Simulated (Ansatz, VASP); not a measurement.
# ZnGeSb2: VASP beside Ansatz, part 2 of 2

Wanted: the spread between two codes on one cell, functional and k mesh. The cell is generated by rule, not measured, and may not be a known phase. The two relaxations start from unlike cells of this crystal (the structure described is Ansatz's start), so only their ends are compared.

VASP 6.6.1 and Ansatz 0.2.0.

So far: The starting structure; Ansatz: relaxation of cell and atoms, PBE; VASP: relaxation of cell and atoms, PBE.

## (3) VASP: relaxation of cell and atoms, PBE (continued)

Level of this step: PBE; plane waves and PAW (Zn, Sb, Ge_d); invented cell (VASP).

Numbers of over 12 decimals in the logs are rounded to 6 here.

OUTCAR, selected parts (step 3):

```text
ion  position               nearest neighbor table
   1  0.500  0.000  0.882-   3 2.65   3 2.65   6 2.67   6 2.67
   2  0.000  0.500  0.118-   3 2.65   3 2.65   4 2.67   4 2.67
   3  0.500  0.500  0.000-   1 2.65   2 2.65   2 2.65   1 2.65
   4  0.000  0.000  0.240-   2 2.67   2 2.67   7 2.72   7 2.72
   5  0.500  0.500  0.500-   8 2.74   7 2.74   8 2.74   7 2.74
   6  0.000  0.000  0.760-   1 2.67   1 2.67   8 2.72   8 2.72
   7  0.500  0.000  0.368-   4 2.72   4 2.72   5 2.74   5 2.74
   8  0.000  0.500  0.632-   6 2.72   6 2.72   5 2.74   5 2.74

  LATTYP: Found a simple tetragonal cell.
 ALAT       =     4.4191381681
 C/A-ratio  =     2.7858965704

 Subroutine GETGRP returns: Found  8 space group operations
 (whereof  8 operations were pure point group operations)

The static configuration has the point symmetry D_2d.

 Found     20 irreducible k-points:

   k-points           NKPTS =     20   k-points in BZ     NKDIM =     20   number of bands    NBANDS=     44

   dimension x,y,z NGX =    32 NGY =   32 NGZ =   90
   dimension x,y,z NGXF=    64 NGYF=   64 NGZF=  180

   ENCUT  =  500.0 eV  36.75 Ry    6.06 a.u.   8.06  8.06 22.45*2*pi/ulx,y,z

   NELECT =      72.0000    total number of electrons

 k-points in reciprocal lattice and weights: Automatic mesh
   0.00000000  0.00000000  0.00000000       0.014
   0.16666667  0.00000000  0.00000000       0.056
   0.33333333  0.00000000  0.00000000       0.056
   0.50000000  0.00000000  0.00000000       0.028
   0.16666667  0.16666667  0.00000000       0.056
   0.33333333  0.16666667  0.00000000       0.111
   0.50000000  0.16666667  0.00000000       0.056
   0.33333333  0.33333333  0.00000000       0.056
   0.50000000  0.33333333  0.00000000       0.056
[...]
0.50000000  0.33333333  0.50000000       0.056
   0.50000000  0.50000000  0.50000000       0.014

 average (electrostatic) potential at core
       1 -35.3289       2 -35.3289       3 -87.9517       4 -88.7205       5 -89.3139
       6 -88.7205       7 -75.7528       8 -75.7528

 E-fermi :   4.0596

 k-point     1 :       0.0000    0.0000    0.0000
  band No.  band energies     occupation
    ...
     31       1.8844      2.00000
     32       2.8670      2.00000
     33       2.8670      2.00000
     34       3.4065      2.00000
     35       3.6598      2.00000
     36       4.1987      0.00190
     37       4.3341      0.00000
     38       4.3341      0.00000
     39       4.3872      0.00000
     40       5.1369      0.00000
    ...

 k-point     2 :       0.1667    0.0000    0.0000
  band No.  band energies     occupation
    ...
     31       1.9374      2.00000
     32       2.3255      2.00000
     33       2.5708      2.00000
     34       2.9959      2.00000
     35       3.1911      2.00000
     36       4.2698      0.00005
     37       4.3667      0.00000
     38       4.5799      0.00000
     39       5.4023      0.00000
     40       5.8586      0.00000
    ...

 k-point     3 :       0.3333    0.0000    0.0000
  band No.  band energies     occupation
    ...
     32       1.9901      2.00000
     33       2.3811      2.00000
     34       2.8702      2.00000
     35       3.3035      2.00000
     36       4.0554      1.10373
     37       4.0968      0.26942
     38       4.4227      0.00000
     39       6.1009      0.00000
     40       6.3376      0.00000
     41       6.4673      0.00000
    ...

  Total       -0.0062583     -0.0062583     -0.0212945      0.0000000      0.0000000      0.0000000
  in kB       -0.0416440     -0.0416440     -0.1416973      0.0000000      0.0000000      0.0000000
  external PRESSURE =      -0.0749951 kB  Pullay stress =       0.0000000 kB

  energy-cutoff  :      500.00
  volume of cell :      240.78
      direct lattice vectors                 reciprocal lattice vectors
     4.421532735  0.000000000 -0.000000000     0.226165916  0.000000000  0.000000000
     0.000000000  4.421532735  0.000000000     0.000000000  0.226165916  0.000000000
     0.000000000  0.000000000 12.316035742     0.000000000  0.000000000  0.081194958

 POSITION                                       TOTAL-FORCE (eV/Angst)
 -----------------------------------------------------------------------------------
      2.21077      0.00000     10.85775        -0.000000      0.000000      0.000622
      4.42153      2.21077      1.45828         0.000000      0.000000     -0.000622
      2.21077      2.21077     -0.00000         0.000000      0.000000      0.000000
      4.42153      0.00000      2.95138         0.000000      0.000000     -0.000051
      2.21077      2.21077      6.15802         0.000000      0.000000      0.000000
      4.42153      0.00000      9.36466        -0.000000      0.000000      0.000051
      2.21077      0.00000      4.52997         0.000000      0.000000     -0.001323
      4.42153      2.21077      7.78606        -0.000000      0.000000      0.001323
 -----------------------------------------------------------------------------------
    total drift:                                0.000576      0.000576     -0.000053

  FREE ENERGIE OF THE ION-ELECTRON SYSTEM (eV)
  ---------------------------------------------------
  free  energy   TOTEN  =       -27.2657188972 eV

  energy  without entropy=      -27.2611087643  energy(sigma->0) =      -27.26341383

 reached required accuracy - stopping structural energy minimisation

 total charge
# of ion       s       p       d       tot
------------------------------------------
    1        0.605   0.440   9.726  10.771
    2        0.605   0.440   9.726  10.771
    3        1.141   1.292   0.022   2.454
    4        1.170   1.234   0.028   2.432
    5        1.168   1.222   0.031   2.420
    6        1.170   1.234   0.028   2.432
    7        1.193   1.052  10.005  12.250
    8        1.193   1.052  10.005  12.250
--------------------------------------------------
tot          8.245   7.966  39.571  55.782

[... 3 further parts left out ...]
```

## (4) Side by side

Known differences besides the potentials themselves: the data sets hold 112 valence electrons in Ansatz (on its default PAW (the set named soft_2) files) and 72 in VASP; the cutoff is 420 eV in Ansatz and 500 eV in VASP; Ansatz adds a Pulay correction to the stress that steers its cell, VASP none. Total energies have different zeros and are not compared.

The two programs side by side:

| quantity | Ansatz | VASP | difference |
| --- | --- | --- | --- |
| volume (Å³) | 240.33 | 240.78 | -0.18 % |
| edge a after relaxation, in the typed setting (Å) | 4.419 | 4.421 | -0.07 % |
| edge c after relaxation, in the typed setting (Å) | 12.310 | 12.316 | -0.05 % |

## (5) What came out

```
difference in volume (relaxation of cell and atoms, PBE) : -0.18 %
```

**Reading.** The difference in volume is -0.18 % (relaxation of cell and atoms, PBE), within the 1.2 % picked in this series as the mark of a large difference, as far as the stopping tolerances let one tell. The data sets hold unlike numbers of valence electrons (112 in Ansatz and 72 in VASP), so part of the differences comes from the potentials. Such differences can come from data sets, numerical settings and the points named under the comparisons, not from the functional's error against experiment.

[Lines on the potential files, build, host, timing and source positions are cut from VASP's logs without a mark.]

[Logs are printed without paths, hosts, clocks, repeated set-up lines and the standing remarks that a program may print on its own settings, such as how far it seeks lower states.]

[Hosts, paths, dates, database ids (printed as entryN), source tags and the programs' standing remarks are cut or masked in the printed files.]
